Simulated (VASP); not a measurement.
Here is the system:

```
Au
1.0
    0.00000     2.04045     2.04045
    2.04045     0.00000     2.04045
    2.04045     2.04045     0.00000
Au
1
Direct
  0.00000   0.00000   0.00000
```

Level of theory: PBEsol GGA, VASP's PBE PAW potentials (set 64) (plane waves; VASP). Run with 480 eV cut-off, 14×14×14 Γ-centred mesh, first-order Methfessel-Paxton smearing of 0.10 eV, potentials Au.

Energy and stress use the plane-wave basis of the starting cell.

The ions, cell shape and volume at an external pressure of 5.0 GPa are relaxed. Which structure does the run end with?

```
Au
1.0
    0.00000     2.02296     2.02296
    2.02296     0.00000     2.02296
    2.02296     2.02296     0.00000
Au
1
Direct
  0.00000   0.00000   0.00000
```
Space group Fm-3m (225), at a tolerance of 0.03 Å.

How do energy and volume change from the first to the last step?

The energy (σ→0) changes by +6.5 meV/atom and the volume by -2.5 %, in 3 ionic steps.

The compound is Au in the fcc structure. This run relaxes it under an external pressure of 5 GPa. Symmetry was kept, so distortions that lower it aren't found.
